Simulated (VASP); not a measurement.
HfZr2Se4:

```
Zr Hf Se
1.0
     4.67800    0.00000    0.00000
     0.00000    4.67800    0.00000
     0.00000    0.00000    9.20357
Zr Hf Se
2 1 4
Direct
  0.50000 0.50000 0.74475
  0.50000 0.50000 0.25525
  0.00000 0.00000 0.50000
  0.00000 0.50000 0.50000
  0.50000 0.00000 0.50000
  0.00000 0.00000 0.00000
  0.50000 0.50000 0.00000
```

The cell was built by a generator and needn't be a form met in nature.

| Item | Value |
| --- | --- |
| Program | VASP 6.6.1 |
| Task | relaxation of cell and atoms |
| Functional | PBE |
| Potentials or basis | VASP PAW PBE potentials, release 64 (Zr_sv, Hf_pv, Se) |
| Cutoff | 520 eV |
| k mesh | 3 × 3 × 2 |
| Occupations | gaussian, width 0.15 eV |
| Spin | no spin polarisation |

At the start: pressure 6.0 GPa; volume 28.77 Å³/atom.

Q: How do energy, volume and symmetry change on relaxing?

A: Over 21 steps the energy falls by 490.0 meV/atom and the volume is 28.38 Å³/atom (-1.4 %); space group P4/mmm (No. 123, to 0.05 Å).

Step by step:
```tsv
step	energy change (eV)	largest force (eV/Å)	pressure (GPa)	volume (Å³)
1	0.0000	3.1233	6.04	201.41
2	-1.1772	1.0329	-5.23	233.94
3	-1.2042	1.3041	-3.76	228.15
4	-1.9849	2.3589	-1.70	213.87
5	-1.0879	7.5711	16.04	173.94
6	-1.9707	4.8883	2.60	200.92
7	-1.9665	6.0095	4.86	194.45
8	-2.1622	5.7840	4.99	192.92
9	-2.6707	4.6727	5.81	188.26
10	-2.4133	0.6881	10.04	178.70
11	-2.8061	3.5387	7.02	184.82
12	-2.8144	2.5244	7.76	183.00
13	-3.0158	2.0141	6.25	185.77
14	-3.3652	0.8753	2.06	194.18
15	-3.2305	0.2271	-3.44	211.52
16	-3.4234	0.2782	-0.47	200.83
17	-3.4252	0.3495	-0.22	199.91
18	-3.4251	0.3781	-0.07	199.57
19	-3.4269	0.2913	-0.09	199.39
20	-3.4296	0.1095	0.12	198.86
21	-3.4299	0.0285	0.13	198.68
```

Final structure:
```xyz
7
Lattice="5.1736 0.0000 0.0000 0.0000 5.1736 0.0000 0.0000 0.0000 7.4229" Properties=species:S:1:pos:R:3 pbc="T T T"
Zr    2.5868    2.5868    5.0148
Zr    2.5868    2.5868    2.4081
Hf    0.0000    0.0000    3.7115
Se    0.0000    2.5868    3.7115
Se    2.5868    0.0000    3.7115
Se    0.0000    0.0000    0.0000
Se    2.5868    2.5868    0.0000
```

Caveat: the k mesh is coarse (spacing up to 0.45 Å⁻¹), so the values aren't converged.
